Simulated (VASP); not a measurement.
# CeC (Fm-3m) in VASP: further runs

The runs below take CeC through electric field gradients, with PBE.

Program: VASP 6.6.1. These are calculated values, not measurements. Logs are shortened: lines on timing, memory, paths and dates and some standing lists are left out, and cuts for length are marked.

## 1. The structure

It takes space group Fm-3m (No. 225, cubic). The conventional cell has a = 5.192 Å, b = 5.192 Å, c = 5.192 Å, α = 90.00°, β = 90.00°, γ = 90.00°. Ce (site symmetry m-3m) is surrounded by 6 C at 2.60 Å. Around C (site symmetry m-3m) lie 6 Ce at 2.60 Å.

The cell comes from a database or a generator and needn't be the stable form of this composition.

## 2. Electric field gradients, PBE, collinear spin, typed start

Input file INCAR:

```
ALGO     = Fast           # electronic algorithm
EDIFF    = 1E-8           # SCF threshold, eV
ENCUT    = 520            # plane-wave cutoff, eV
GGA      = PE             # functional
ISIF     = 2              # what is computed and relaxed
ISMEAR   = -1             # smearing method
ISPIN    = 2              # spin polarisation
LASPH    = True           # aspherical terms in the spheres
LCHARG   = False          # write CHGCAR
LEFG     = True         
LMAXMIX  = 6              # l up to which the mixer works
LORBIT   = 11             # projections on sites
LREAL    = False          # projectors in reciprocal space
LWAVE    = False          # write WAVECAR
MAGMOM   = 1 0            # initial moments
NBANDS   = 19             # bands
NELM     = 150            # most SCF steps
PREC     = Accurate       # precision mode
SIGMA    = 0.08           # smearing width, eV
```

Input file KPOINTS:

```
k-points
0
Gamma
  12 12 12
```

Input file POSCAR:

```
CeC
1.0
    0.0000000000      2.5960195236      2.5960195236
    2.5960195236      0.0000000000      2.5960195236
    2.5960195236      2.5960195236      0.0000000000
Ce C
1 1
Direct
    0.0000000000      0.0000000000      0.0000000000
    0.5000000000      0.5000000000      0.5000000000
```

Potentials or basis: VASP PAW PBE potentials, release 64 (Ce, C).

The run is started by

```bash
cat potpaw_PBE.64/Ce/POTCAR potpaw_PBE.64/C/POTCAR > POTCAR
mpirun -np 1 vasp_std > vasp.out
```

OUTCAR:

```text
EDIFF = 1E-8
   ENCUT = 520
   GGA = PE
   ISIF = 2
   ISMEAR = -1
   ISPIN = 2
   LASPH = True
   LORBIT = 11
   LREAL = False
   NELM = 150
   PREC = Accurate

 ion  position               nearest neighbor table
   1  0.000  0.000  0.000-   2 2.60   2 2.60   2 2.60   2 2.60   2 2.60   2 2.60
   2  0.500  0.500  0.500-   1 2.60   1 2.60   1 2.60   1 2.60   1 2.60   1 2.60

  LATTYP: Found a face centered cubic cell.
 ALAT       =     5.1920390472

  Lattice vectors:

 A1 = (   0.0000000000,   2.5960195236,   2.5960195236)
 A2 = (   2.5960195236,   0.0000000000,   2.5960195236)
 A3 = (   2.5960195236,   2.5960195236,   0.0000000000)

Analysis of symmetry for initial positions (statically):
=====================================================================
 Subroutine PRICEL returns:
 Original cell was already a primitive cell.

 Routine SETGRP: Setting up the symmetry group for a
 face centered cubic supercell.

 Subroutine GETGRP returns: Found 48 space group operations
 (whereof 48 operations were pure point group operations)
 out of a pool of 48 trial point group operations.

The static configuration has the point symmetry O_h .

Analysis of symmetry for dynamics (positions and initial velocities):
=====================================================================
 Subroutine PRICEL returns:
 Original cell was already a primitive cell.

 Routine SETGRP: Setting up the symmetry group for a
 face centered cubic supercell.

 Subroutine GETGRP returns: Found 48 space group operations
 (whereof 48 operations were pure point group operations)
 out of a pool of 48 trial point group operations.

The dynamic configuration has the point symmetry O_h .

Analysis of structural, dynamic, and magnetic symmetry:
=====================================================================
 Subroutine PRICEL returns:
 Original cell was already a primitive cell.

 Routine SETGRP: Setting up the symmetry group for a
 face centered cubic supercell.

 Subroutine GETGRP returns: Found 48 space group operations
 (whereof 48 operations were pure point group operations)
 out of a pool of 48 trial point group operations.

The overall configuration has the point symmetry O_h .

 Subroutine INISYM returns: Found 48 space group operations
 (whereof 48 operations are pure point group operations),
 and found     1 'primitive' translations

----------------------------------------------------------------------------------------

                                     Primitive cell

  volume of cell :      34.9908

  direct lattice vectors                    reciprocal lattice vectors
     0.000000000  2.596019524  2.596019524    -0.192602558  0.192602558  0.192602558
     2.596019524  0.000000000  2.596019524     0.192602558 -0.192602558  0.192602558
     2.596019524  2.596019524  0.000000000     0.192602558  0.192602558 -0.192602558

  length of vectors
     3.671326018  3.671326018  3.671326018     0.333597416  0.333597416  0.333597416

  position of ions in fractional coordinates (direct lattice)
     0.000000000  0.000000000  0.000000000
     0.500000000  0.500000000  0.500000000

  ion indices of the primitive-cell ions
   primitive index   ion index
                 1           1
                 2           2

----------------------------------------------------------------------------------------

 KPOINTS: k-points

Automatic generation of k-mesh.
 Grid dimensions read from file:
 generate k-points for:   12   12   12

 Generating k-lattice:

  Cartesian coordinates                     Fractional coordinates (reciprocal lattice)
    -0.016050213  0.016050213  0.016050213     0.083333333  0.000000000  0.000000000
     0.016050213 -0.016050213  0.016050213     0.000000000  0.083333333  0.000000000
     0.016050213  0.016050213 -0.016050213     0.000000000  0.000000000  0.083333333

  Length of vectors
     0.027799785  0.027799785  0.027799785

  Shift w.r.t. Gamma in fractional coordinates (k-lattice)
     0.000000000  0.000000000  0.000000000

 Subroutine IBZKPT returns following result:
 ===========================================

 Found     72 irreducible k-points:

 Following reciprocal coordinates:
            Coordinates               Weight
  0.000000  0.000000  0.000000      1.000000
  0.083333  0.000000  0.000000      8.000000
  0.166667  0.000000  0.000000      8.000000
  0.250000  0.000000  0.000000      8.000000
  0.333333  0.000000  0.000000      8.000000
  0.416667  0.000000  0.000000      8.000000
[... 16 lines left out ...]
  0.500000  0.166667  0.000000     24.000000
 -0.416667  0.166667  0.000000     24.000000
 [... further k-points ...]
   k-points           NKPTS =     72   k-points in BZ     NKDIM =     72   number of bands    NBANDS=     19
   number of dos      NEDOS =    301   number of ions     NIONS =      2
   total plane-waves  NPLWV =  21952
   dimension x,y,z NGX =    28 NGY =   28 NGZ =   28
   dimension x,y,z NGXF=    56 NGYF=   56 NGZF=   56
   ions per type =               1   1
   NGX,Y,Z   is equivalent  to a cutoff of  12.68, 12.68, 12.68 a.u.
   NGXF,Y,Z  is equivalent  to a cutoff of  25.36, 25.36, 25.36 a.u.
 SYSTEM =  unknown system
   PREC   = accura    normal or accurate (medium, high low for compatibility)
   ISTART =      0    job   : 0-new  1-cont  2-samecut
   ICHARG =      2    charge: 1-file 2-atom 10-const
   ISPIN  =      2    spin polarized calculation?
   LNONCOLLINEAR =      F non collinear calculations
   LSORBIT =      F    spin-orbit coupling
   LASPH  =      T    aspherical Exc in radial PAW
   ENCUT  =  520.0 eV  38.22 Ry    6.18 a.u.   6.83  6.83  6.83*2*pi/ulx,y,z
   NELM   =    150;   NELMIN=  2; NELMDL= -5     # of ELM steps
   EDIFF  = 0.1E-07   stopping-criterion for ELM
   LREAL  =      F    real-space projection
   EDIFFG = 0.1E-06   stopping-criterion for IOM
   NSW    =      0    number of steps for IOM
   IBRION =     -1    ionic relax: 0-MD 1-quasi-New 2-CG
   NFREE  =      0    steps in history (QN), initial steepest desc. (CG)
   ISIF   =      2    stress and relaxation
   ISYM   =      2    0-nonsym 1-usesym 2-fastsym
   POTIM  = 0.5000    time-step for ionic-motion
   TEBEG  =    0.0;   TEEND  =   0.0 temperature during run
   PSTRESS=    0.0 pullay stress
   NELECT =      16.0000    total number of electrons
   NUPDOWN=      -1.0000    fix difference up-down
   EMIN   =  10.00;   EMAX   =-10.00  energy-range for DOS
   EFERMI =   0.00;   METHOD = LEGACY
   ISMEAR =    -1;   SIGMA  =   0.08  broadening in eV -4-tet -1-fermi 0-gaus
   EFERMI_NEDOS =   21; number of points for ismear=-14 and -15
   IALGO  =     68    algorithm
   IMIX   =      4    mixing-type and parameters
     AMIX     =   0.40;   BMIX     =  1.00
     AMIX_MAG =   1.60;   BMIX_MAG =  1.00
  volume/ion in A,a.u.               =      17.50       118.06
  Fermi-wavevector in a.u.,A,eV,Ry     =   1.261237  2.383393 21.643060  1.590720
  Thomas-Fermi vector in A             =   2.394707
   LORBIT       =     11    0 simple, 1 ext, 2 COOP (PROOUT), +10 PAW based schemes
   GGA     = PE    functional components
   LHFCALC =     F    Hartree Fock is set to
   AEXX    =    0.0000 exact exchange contribution
   IVDW    =     0    specifies the selected vdW correction
   LEPSILON=     F    determine dielectric tensor
   LRPA    =     F    only Hartree local field effects (RPA)
 spin polarized calculation
 RMM-DIIS sequential band-by-band and
  energy-cutoff  :      520.00
  volume of cell :       34.99
 maximum number of plane-waves:       960
   NGX = 13   NGY = 13   NGZ = 13

 number of electron      16.0000000 magnetization       0.0002040

 number of electron      16.0000000 magnetization      -0.0000009

 Free energy of the ion-electron system (eV)
  ---------------------------------------------------
  ext. energy  EPLUGINS =         0.00000000
  ---------------------------------------------------
  free energy    TOTEN  =       -15.28094455 eV

  energy without entropy =      -15.24251705  energy(sigma->0) =      -15.26173080

 E-fermi :   7.3676     XC(G=0): -11.2641

 val. band max:        7.3626677792   @ k =   0.2500   0.2500   0.0000
 cond. band min:       7.3903223540   @ k =   0.4167   0.3333   0.0833
 fundamental gap:      0.0276545748
 Fermi energy:         7.3676424764

 spin component 1

 k-point     1 :       0.0000    0.0000    0.0000
  band No.  band energies     occupation
      1     -26.5752      1.00000
      2      -8.5766      1.00000
      3      -8.5766      1.00000
      4      -8.5766      1.00000
      5      -1.7277      1.00000
      6       6.7626      0.99948
[... 11 lines left out ...]
     18      10.3065      0.00000
     19      11.7124      0.00000
[... 489 lines left out ...]
      3      -9.0297      1.00000
      4      -8.7725      1.00000
      5       0.1047      1.00000
      6       4.7319      1.00000
[... 11 lines left out ...]
     18      13.1883      0.00000
     19      16.2367      0.00000

 [... further k-points ...]

 spin component 2

 k-point     1 :       0.0000    0.0000    0.0000
  band No.  band energies     occupation
      1     -26.5752      1.00000
      2      -8.5766      1.00000
      3      -8.5766      1.00000
      4      -8.5766      1.00000
      5      -1.7277      1.00000
      6       6.7626      0.99948
[... 11 lines left out ...]
     18      10.3065      0.00000
     19      11.7124      0.00000
[... 489 lines left out ...]
      3      -9.0297      1.00000
      4      -8.7725      1.00000
      5       0.1047      1.00000
      6       4.7319      1.00000
[... 11 lines left out ...]
     18      13.1883      0.00000
     19      16.2367      0.00000

 [... further k-points ...]

------------------------ aborting loop because EDIFF is reached ----------------------------------------

  FORCE on cell =-STRESS in cart. coord.  units (eV):
  Direction    XX          YY          ZZ          XY          YZ          ZX
  --------------------------------------------------------------------------------------
  -------------------------------------------------------------------------------------
  Total       -0.0006634     -0.0006634     -0.0006634      0.0000000      0.0000000      0.0000000
  in kB       -0.0303774     -0.0303774     -0.0303774      0.0000000      0.0000000      0.0000000
  external PRESSURE =      -0.0303774 kB  Pullay stress =       0.0000000 kB

 VOLUME and BASIS-vectors are now :
 -----------------------------------------------------------------------------
  energy-cutoff  :      520.00
  volume of cell :       34.99
      direct lattice vectors                 reciprocal lattice vectors
     0.000000000  2.596019524  2.596019524    -0.192602558  0.192602558  0.192602558
     2.596019524  0.000000000  2.596019524     0.192602558 -0.192602558  0.192602558
     2.596019524  2.596019524  0.000000000     0.192602558  0.192602558 -0.192602558

 POSITION                                       TOTAL-FORCE (eV/Angst)
 -----------------------------------------------------------------------------------
      0.00000      0.00000      0.00000         0.000000     -0.000000     -0.000000
      2.59602      2.59602      2.59602        -0.000000      0.000000      0.000000
 -----------------------------------------------------------------------------------
    total drift:                                0.000000      0.000000      0.000000

  FREE ENERGIE OF THE ION-ELECTRON SYSTEM (eV)
  ---------------------------------------------------
  free  energy   TOTEN  =       -15.2809445506 eV

  energy  without entropy=      -15.2425170547  energy(sigma->0) =      -15.26173080

 Electric field gradients (V/A^2)
---------------------------------------------------------------------
 ion       V_xx      V_yy      V_zz      V_xy      V_xz      V_yz
---------------------------------------------------------------------
   1       0.000     0.000    -0.000     0.000     0.000     0.000
   2      -0.000    -0.000    -0.000     0.000     0.000     0.000
---------------------------------------------------------------------

 Electric field gradients after diagonalization (V/A^2)
 (convention: |V_zz| > |V_xx| > |V_yy|)
----------------------------------------------------------------------
 ion       V_xx      V_yy      V_zz     asymmetry (V_yy - V_xx)/ V_zz
----------------------------------------------------------------------
   1      -0.000    -0.000     0.001       0.000
   2      -0.000    -0.000     0.001       0.000
----------------------------------------------------------------------

           NMR quadrupolar parameters

 Cq : quadrupolar parameter    Cq=e*Q*V_zz/h
 eta: asymmetry parameters     (V_yy - V_xx)/ V_zz
 Q  : nuclear electric quadrupole moment in mb (millibarn)
----------------------------------------------------------------------
 ion       Cq(MHz)       eta       Q (mb)
----------------------------------------------------------------------
   1       0.000       0.000       1.000
   2       0.000       0.000       1.000
----------------------------------------------------------------------

 total charge

# of ion       s       p       d       f       tot
--------------------------------------------------
    1        2.042   5.740   1.013   0.865   9.660
    2        0.912   1.362   0.000   0.000   2.274
--------------------------------------------------
tot          2.953   7.102   1.013   0.865  11.934

 magnetization (x)

# of ion       s       p       d       f       tot
--------------------------------------------------
    1       -0.000   0.000  -0.000  -0.000  -0.000
    2        0.000   0.000   0.000   0.000   0.000
--------------------------------------------------
tot         -0.000   0.000  -0.000  -0.000  -0.000
```

Wall time 4.2 min (1 thread of Intel Xeon 6975P-C (Granite Rapids), shared host); peak memory 0.24 GiB.

Results:

```yaml
Free_energy: -15.2809 eV
Pressure: 0.0 GPa
Band_gap_on_the_k_mesh: none (metal or under the smearing width)
Net_moment: 0.00 μB per cell
Valence_electrons_inside_the_program's_atomic_spheres: Ce 9.66; C 2.27
```

Electric field gradients, principal values (V/Å²):
| atom | Vxx | Vyy | Vzz |
| --- | --- | --- | --- |
| 1 Ce | 0.000 | 0.000 | 0.001 |
| 2 C | 0.000 | 0.000 | 0.001 |

Caveat: the magnetic or orbital state may not be the lowest; spin-orbit coupling is left out, which moves the levels of the heavy elements; without U or exact exchange the open f shell lies at the Fermi level, which spoils levels, moments and volumes. The state reached can hang on the start; a lower one may exist.

[end of part 1 of 2]
